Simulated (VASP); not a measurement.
# Which face does Re expose?

How do surface energy, work function and relaxation of Re depend on the face?

Main program and level: VASP 6.6.1; PBEsol; plane waves and PAW (Re).

### 1. Starting point

The structure is hexagonal, space group P6_3/mmc (No. 194). The conventional cell has a = 2.760 Å, b = 2.760 Å, c = 4.457 Å, α = 90.00°, β = 90.00°, γ = 120.00°. Nearest to Re lie 12 Re at 2.74 to 2.76 Å.

### 2. The bulk reference, job relaxation, k-mesh 16×16×9

The bulk crystal is relaxed first, so that the slabs are cut at this functional's lattice.

INCAR reads:

```
SYSTEM = Re
PREC = Accurate
ENCUT = 420
EDIFF = 1E-06
NELM = 120
ISMEAR = 1
SIGMA = 0.15
LREAL = .FALSE.
ALGO = Normal
GGA = PS
NBANDS = 13
LASPH = .TRUE.
LORBIT = 11
LWAVE = .FALSE.
LCHARG = .FALSE.
KPAR = 4
IBRION = 2
NSW = 30
ISIF = 3
EDIFFG = -0.01
POTIM = 0.4
```

POSCAR reads:

```
Re
1.0
    2.7600000000      0.0000000000      0.0000000000
   -1.3800000000      2.3902301144      0.0000000000
    0.0000000000      0.0000000000      4.4574000000
Re
2
Direct
    0.0000000000      0.0000000000      0.0000000000
    0.3333333333      0.6666666667      0.5000000000
```

KPOINTS reads:

```
Automatic mesh
0
Gamma
16 16 9
0 0 0
```

The projector-augmented-wave data sets are Re (PBE family, release 64).

On the command line:

```bash
mpirun -np 4 vasp_std
```

The log of the run:

```text
[banner, memory and clock lines left out]
running    4 mpi-ranks, on    1 nodes
 distrk:  each k-point on    1 cores,    4 groups
 distr:  one band on    1 cores,    1 groups

 POSCAR found type information on POSCAR Re
 POSCAR found :  1 types and       2 ions
|                                                                             |
|               ----> ADVICE to this user running VASP <----                  |
|                                                                             |
|     You enforced a specific xc type in the INCAR file but a different       |
|     [... a line on the potential file left out ...]
|     I HOPE YOU KNOW WHAT YOU ARE DOING!                                     |
|                                                                             |

 LDA part: xc-table for (Slater+PW92), standard interpolation
 POSCAR, INCAR and KPOINTS ok, starting setup
 FFT: planning ... GRIDC
 FFT: planning ... GRID_SOFT
 FFT: planning ... GRID
 WAVECAR not read
 entering main loop
       N       E                     dE             d eps       ncg     rms          rms(c)
DAV:   1     0.153508763610E+02    0.15351E+02   -0.62877E+03  7770   0.120E+03
DAV:   2    -0.269635602497E+02   -0.42314E+02   -0.37572E+02  6431   0.268E+02
DAV:   3    -0.282481998887E+02   -0.12846E+01   -0.11983E+01  6804   0.547E+01
DAV:   4    -0.282634699460E+02   -0.15270E-01   -0.15184E-01  6354   0.374E+00
DAV:   5    -0.282637237315E+02   -0.25379E-03   -0.25374E-03  6556   0.797E-01    0.446E+01
DAV:   6    -0.271187670517E+02    0.11450E+01   -0.10050E+00  6831   0.273E+01    0.182E+01
DAV:   7    -0.267471212156E+02    0.37165E+00   -0.65990E-01  6962   0.215E+01    0.556E-01
DAV:   8    -0.267341245145E+02    0.12997E-01   -0.88028E-03  6787   0.941E-01    0.172E-01
DAV:   9    -0.267333112782E+02    0.81324E-03   -0.40316E-04  6943   0.206E-01    0.422E-02
DAV:  10    -0.267333059291E+02    0.53491E-05   -0.58902E-05  6357   0.861E-02    0.179E-02
DAV:  11    -0.267333067206E+02   -0.79150E-06   -0.36766E-07  3913   0.237E-02
   1 F= -.26733307E+02 E0= -.26733381E+02  d E =-.267333E+02
 curvature:   0.00 expect dE= 0.000E+00 dE for cont linesearch  0.000E+00
 trial: gam= 0.00000 g(F)=  0.186E-50 g(S)=  0.299E-01 ort = 0.000E+00 (trialstep = 0.100E+01)
 search vector abs. value=  0.299E-01
 bond charge predicted
       N       E                     dE             d eps       ncg     rms          rms(c)
DAV:   1    -0.267421339471E+02   -0.88280E-02   -0.66096E+00  3900   0.139E+02    0.804E+00
DAV:   2    -0.267091831187E+02    0.32951E-01   -0.59543E-02  6685   0.791E+00    0.284E+00
DAV:   3    -0.266987305458E+02    0.10453E-01   -0.20207E-02  6392   0.457E+00    0.306E-01
DAV:   4    -0.266988120564E+02   -0.81511E-04   -0.42544E-04  7489   0.410E-01    0.155E-01
DAV:   5    -0.266988820171E+02   -0.69961E-04   -0.12740E-04  7513   0.329E-01    0.434E-02
DAV:   6    -0.266988932138E+02   -0.11197E-04   -0.57896E-06  4886   0.919E-02    0.853E-03
DAV:   7    -0.266988937834E+02   -0.56964E-06   -0.43398E-06  4627   0.253E-02
   2 F= -.26698894E+02 E0= -.26698848E+02  d E =0.344129E-01
 trial-energy change:    0.034413  1 .order    0.035316   -0.029887    0.100519
 step:   0.2367(harm=  0.2292)  dis= 0.00000  next Energy=   -26.736856 (dE=-0.355E-02)
 bond charge predicted
       N       E                     dE             d eps       ncg     rms          rms(c)
DAV:   1    -0.267621179516E+02   -0.63225E-01   -0.31327E+00  4172   0.899E+01    0.585E+00
DAV:   2    -0.267427264582E+02    0.19391E-01   -0.36977E-02  6617   0.656E+00    0.220E+00
DAV:   3    -0.267367929899E+02    0.59335E-02   -0.12481E-02  6374   0.355E+00    0.214E-01
DAV:   4    -0.267368754473E+02   -0.82457E-04   -0.20857E-04  6868   0.161E-01    0.698E-02
DAV:   5    -0.267369090366E+02   -0.33589E-04   -0.62832E-05  7482   0.210E-01    0.271E-02
DAV:   6    -0.267369156830E+02   -0.66464E-05   -0.27003E-06  3924   0.674E-02    0.857E-03
DAV:   7    -0.267369162473E+02   -0.56431E-06   -0.46952E-06  5286   0.198E-02
   3 F= -.26736916E+02 E0= -.26736960E+02  d E =-.360953E-02
 curvature:  -0.11 expect dE=-0.738E-06 dE for cont linesearch -0.442E-06
 trial: gam=-0.01114 g(F)=  0.521E-50 g(S)=  0.644E-05 ort = 0.339E-03 (trialstep = 0.847E+00)
 search vector abs. value=  0.259E-05
 reached required accuracy - stopping structural energy minimisation
```

Elapsed: 13 s, on 4 MPI ranks of Intel Xeon 6975P-C (Granite Rapids), shared host; peak memory 0.63 GiB; 50 s of CPU time.

The logs omit lines about the potential files and the build; timing stands in the text.

Parts of OUTCAR (step 2):

```text
ion  position               nearest neighbor table
   1  0.000  0.000  0.000-   2 2.74   2 2.74   2 2.74   2 2.74   2 2.74   2 2.74
   2  0.333  0.667  0.500-   1 2.74   1 2.74   1 2.74   1 2.74   1 2.74   1 2.74

  LATTYP: Found a hexagonal cell.
 ALAT       =     2.7600000000
 C/A-ratio  =     1.6150000000

 Subroutine GETGRP returns: Found 24 space group operations
 (whereof 12 operations were pure point group operations)

The static configuration has the point symmetry D_3h.
 The point group associated with its full space group is D_6h.

 Found    150 irreducible k-points:

   k-points           NKPTS =    150   k-points in BZ     NKDIM =    150   number of bands    NBANDS=     13

   dimension x,y,z NGX =    18 NGY =   18 NGZ =   30
   dimension x,y,z NGXF=    36 NGYF=   36 NGZF=   60

   ENCUT  =  420.0 eV  30.87 Ry    5.56 a.u.   4.61  4.61  7.45*2*pi/ulx,y,z

   NELECT =      14.0000    total number of electrons

 k-points in reciprocal lattice and weights: Automatic mesh
   0.00000000  0.00000000  0.00000000       0.000
   0.06250000  0.00000000  0.00000000       0.003
   0.12500000  0.00000000  0.00000000       0.003
   0.18750000  0.00000000  0.00000000       0.003
   0.25000000  0.00000000  0.00000000       0.003
   0.31250000  0.00000000  0.00000000       0.003
   0.37500000  0.00000000  0.00000000       0.003
   0.43750000  0.00000000  0.00000000       0.003
   0.50000000  0.00000000  0.00000000       0.001
[...]
0.37500000  0.25000000  0.44444444       0.005
   0.31250000  0.31250000  0.44444444       0.005

 average (electrostatic) potential at core
       1 -38.8210       2 -38.8210

 E-fermi :   7.8326

 k-point     1 :       0.0000    0.0000    0.0000
  band No.  band energies     occupation
    ...
      3       6.2353      2.00000
      4       6.2353      2.00000
      5       6.2353      2.00000
      6       7.0889      2.00000
      7       7.0889      2.00000
      8       8.0353     -0.06679
      9       8.0353     -0.06679
     10       8.4821     -0.00000
     11      11.2669      0.00000
     12      11.2669      0.00000
    ...

 k-point     2 :       0.0625    0.0000    0.0000
  band No.  band energies     occupation
    ...
      4       6.3845      2.00000
      5       6.6044      2.00000
      6       6.9726      2.00000
      7       7.2301      2.00000
      8       7.6828      2.04992
      9       7.9080      0.25690
     10       8.1132     -0.02372
     11      11.3539      0.00000
     12      11.9955      0.00000
     13      17.9808      0.00000

 k-point     3 :       0.1250    0.0000    0.0000
  band No.  band energies     occupation
    ...
      6       6.8258      2.00000
      7       7.0776      2.00000
      8       7.5838      2.04078
      9       7.6459      2.07080
     10       7.8381      0.93844
     11      11.5619      0.00000
     12      13.4084      0.00000
     13      17.9172      0.00000

  Total       -0.0128802     -0.0128802      0.0014595      0.0000000     -0.0000000      0.0000000
  in kB       -0.7087396     -0.7087396      0.0803118      0.0000000     -0.0000000      0.0000000
  external PRESSURE =      -0.4457225 kB  Pullay stress =       0.0000000 kB

  energy-cutoff  :      420.00
  volume of cell :       29.12
      direct lattice vectors                 reciprocal lattice vectors
     2.750884755  0.000000000  0.000000000     0.363519409  0.209878029 -0.000000000
    -1.375442378  2.382336081  0.000000000     0.000000000  0.419756057 -0.000000000
    -0.000000000  0.000000000  4.442959759     0.000000000  0.000000000  0.225075187

 POSITION                                       TOTAL-FORCE (eV/Angst)
 -----------------------------------------------------------------------------------
      0.00000      0.00000      0.00000        -0.000000     -0.000000      0.000000
     -0.00000      1.58822      2.22148         0.000000      0.000000      0.000000
 -----------------------------------------------------------------------------------
    total drift:                                0.000000     -0.000000     -0.000000

  FREE ENERGIE OF THE ION-ELECTRON SYSTEM (eV)
  ---------------------------------------------------
  free  energy   TOTEN  =       -26.7369162473 eV

  energy  without entropy=      -26.7370486064  energy(sigma->0) =      -26.73696037

 reached required accuracy - stopping structural energy minimisation

 total charge
# of ion       s       p       d       tot
------------------------------------------
    1        0.631   0.687   4.885   6.203
    2        0.631   0.687   4.885   6.203
--------------------------------------------------
tot          1.262   1.374   9.769  12.405

[... 3 further parts left out ...]
```

The PAW data sets were made with PBE, which is usual practice but a small mismatch for other functionals. The data set Re keeps the semicore shell frozen, which is cheaper and a little less accurate. The run keeps the 24 symmetry operations of its start, so it cannot find a distortion of lower symmetry.

Relaxation path:

```tsv
step	energy less that of the first step (eV)	largest force (eV/Å)	pressure (GPa)	volume (Å³)
1	0.0000	0.0000	-3.91	29.41
2	0.0344	0.0000	13.73	28.20
3	-0.0036	0.0000	-0.04	29.12
```

```tsv
conventional cell, symmetrised	before	after	change
a (Å)	2.760	2.751	-0.3 %
b (Å)	2.760	2.751	-0.3 %
c (Å)	4.457	4.443	-0.3 %
volume (Å³/atom)	14.70	14.56	-1.0 %
```

The relaxed structure:

```xyz
2
Lattice="2.7509 0.0000 0.0000 -1.3754 2.3823 0.0000 0.0000 0.0000 4.4430" Properties=species:S:1:pos:R:3 pbc="T T T"
Re    0.0000    0.0000    0.0000
Re    0.0000    1.5882    2.2215
```

Numbers from this step:

```
electronic cycles   : 25
electrons           : 14
free energy (TOTEN) : -26.74 eV
Fermi energy        : 7.833 eV
metallic            : yes
```

The run ended after 3 ionic steps, 0.004 eV below its first step, once forces and stress met EDIFFG = -0.01.

Energy at zero smearing: -26.73696 eV.

### 3. The bulk reference, job self-consistent run, k-mesh 19×19×11

INCAR reads:

```
SYSTEM = Re
PREC = Normal
ENCUT = 320
EDIFF = 1E-06
NELM = 120
ISMEAR = 1
SIGMA = 0.15
LREAL = .FALSE.
ALGO = Fast
GGA = PS
NBANDS = 13
LASPH = .TRUE.
LORBIT = 11
LWAVE = .FALSE.
LCHARG = .FALSE.
KPAR = 4
```

POSCAR reads:

```
Re
1.0
    2.7508847553      0.0000000000      0.0000000000
   -1.3754423776      2.3823360809      0.0000000000
    0.0000000000      0.0000000000      4.4429597591
Re
2
Direct
    0.0000000000      0.0000000000      0.0000000000
    0.3333333333      0.6666666667      0.5000000000
```

KPOINTS reads:

```
Automatic mesh
0
Gamma
19 19 11
0 0 0
```

On the command line:

```bash
mpirun -np 4 vasp_std
```

The log of the run:

```text
[banner, memory and clock lines left out]
running    4 mpi-ranks, on    1 nodes
 distrk:  each k-point on    1 cores,    4 groups
 distr:  one band on    1 cores,    1 groups

 POSCAR found type information on POSCAR Re
 POSCAR found :  1 types and       2 ions
 [... a notice as in an earlier step ...]

 LDA part: xc-table for (Slater+PW92), standard interpolation
 POSCAR, INCAR and KPOINTS ok, starting setup
 FFT: planning ... GRIDC
 FFT: planning ... GRID_SOFT
 FFT: planning ... GRID
 WAVECAR not read
 entering main loop
       N       E                     dE             d eps       ncg     rms          rms(c)
DAV:   1     0.469842225297E+01    0.46984E+01   -0.55363E+03 12470   0.111E+03
DAV:   2    -0.275054563389E+02   -0.32204E+02   -0.29002E+02 10068   0.229E+02
DAV:   3    -0.282399302698E+02   -0.73447E+00   -0.70395E+00 10519   0.387E+01
DAV:   4    -0.282478297795E+02   -0.78995E-02   -0.78773E-02  9655   0.283E+00
DAV:   5    -0.282479741297E+02   -0.14435E-03   -0.14430E-03 10058   0.604E-01    0.462E+01
RMM:   6    -0.270384861015E+02    0.12095E+01   -0.22449E-01  6609   0.221E+01    0.180E+01
RMM:   7    -0.267183295958E+02    0.32016E+00   -0.28654E+00  9401   0.237E+01    0.147E+00
RMM:   8    -0.267183372447E+02   -0.76489E-05   -0.11138E-01  8304   0.686E+00    0.106E+00
RMM:   9    -0.267225584799E+02   -0.42212E-02   -0.88353E-02  9643   0.207E+00    0.255E-01
RMM:  10    -0.267201218102E+02    0.24367E-02   -0.17987E-03  7105   0.210E+00    0.522E-01
RMM:  11    -0.267203965830E+02   -0.27477E-03   -0.54893E-03  9522   0.871E-01    0.251E-02
RMM:  12    -0.267203943372E+02    0.22458E-05   -0.22383E-04  8237   0.324E-01    0.225E-02
RMM:  13    -0.267204083863E+02   -0.14049E-04   -0.15129E-04  9521   0.112E-01    0.122E-02
RMM:  14    -0.267204097185E+02   -0.13322E-05   -0.16488E-05  7532   0.476E-02    0.166E-02
RMM:  15    -0.267204081949E+02    0.15236E-05   -0.17107E-06  5509   0.691E-02    0.416E-02
RMM:  16    -0.267204083853E+02   -0.19043E-06   -0.13970E-06  5368   0.107E-01
   1 F= -.26720408E+02 E0= -.26720585E+02  d E =0.530993E-03
```

Elapsed: 5.4 s, on 4 MPI ranks; peak memory 0.53 GiB; 19 s of CPU time.

Parts of OUTCAR (step 3):

```text
  LATTYP: Found a hexagonal cell.
 ALAT       =     2.7508847553
 C/A-ratio  =     1.6151021051

 Found    240 irreducible k-points:

   k-points           NKPTS =    240   k-points in BZ     NKDIM =    240   number of bands    NBANDS=     13

   dimension x,y,z NGX =    12 NGY =   12 NGZ =   20
   dimension x,y,z NGXF=    24 NGYF=   24 NGZF=   40

   ENCUT  =  320.0 eV  23.52 Ry    4.85 a.u.   4.01  4.01  6.48*2*pi/ulx,y,z

   NELECT =      14.0000    total number of electrons

 E-fermi :   7.8473

 k-point     1 :       0.0000    0.0000    0.0000
  band No.  band energies     occupation
    ...
      3       6.2334      2.00000
      4       6.2359      2.00000
      5       6.2359      2.00000
      6       7.0888      2.00000
      7       7.0888      2.00000
      8       8.0315     -0.07091
      9       8.0315     -0.07091
     10       8.4805     -0.00000
     11      11.2604      0.00000
     12      11.2604      0.00000
    ...

 k-point     2 :       0.0526   -0.0000    0.0000
  band No.  band energies     occupation
    ...
      4       6.3408      2.00000
      5       6.5462      2.00000
      6       7.0044      2.00000
      7       7.1895      2.00000
      8       7.8061      1.44592
      9       7.9400      0.14391
     10       8.1675     -0.01011
     11      11.3233      0.00000
     12      11.8037      0.00000
     13      17.9799      0.00000

  Total       -0.2964448     -0.2964448     -0.3225614     -0.0000000     -0.0000000      0.0000000
  in kB      -16.3119779    -16.3119779    -17.7490521     -0.0000000     -0.0000000      0.0000000
  external PRESSURE =     -16.7910026 kB  Pullay stress =       0.0000000 kB

  energy-cutoff  :      320.00
  volume of cell :       29.12
      direct lattice vectors                 reciprocal lattice vectors
     2.750884755  0.000000000  0.000000000     0.363519409  0.209878029  0.000000000
    -1.375442378  2.382336081  0.000000000     0.000000000  0.419756057  0.000000000
     0.000000000  0.000000000  4.442959759     0.000000000  0.000000000  0.225075187

 POSITION                                       TOTAL-FORCE (eV/Angst)
 -----------------------------------------------------------------------------------
      0.00000      0.00000      0.00000         0.000000      0.000000      0.000000
     -0.00000      1.58822      2.22148        -0.000000      0.000000      0.000000
 -----------------------------------------------------------------------------------
    total drift:                                0.000000     -0.000000     -0.000000

  FREE ENERGIE OF THE ION-ELECTRON SYSTEM (eV)
  ---------------------------------------------------
  free  energy   TOTEN  =       -26.7204083853 eV

  energy  without entropy=      -26.7209393780  energy(sigma->0) =      -26.72058538

 total charge
# of ion       s       p       d       tot
------------------------------------------
    1        0.631   0.685   4.892   6.208
    2        0.631   0.685   4.892   6.208
--------------------------------------------------
tot          1.262   1.370   9.784  12.417

[... 2 parts as in an earlier step ...]

[... 7 further parts left out ...]
```

This step gave:

| Property | Result |
| --- | --- |
| electronic cycles | 16 |
| free energy (TOTEN) | -26.72 eV |
| energy at zero smearing | -26.72 eV |
| Fermi energy | 7.847 eV |

Energy at zero smearing: -26.72059 eV.

The run ends at a pressure of -1.68 GPa.

[end of part 1 of 5]

[Lines on the potential files, build, host, timing and source positions are cut from VASP's logs without a mark.]

[Logs are printed without paths, hosts, clocks, repeated set-up lines and the standing remarks that a program may print on its own settings, such as how far it seeks lower states.]

[Hosts, paths, dates, database ids (printed as entryN), source tags and the programs' standing remarks are cut or masked in the printed files.]

[Runs that stopped without an error message from VASP are left out.]
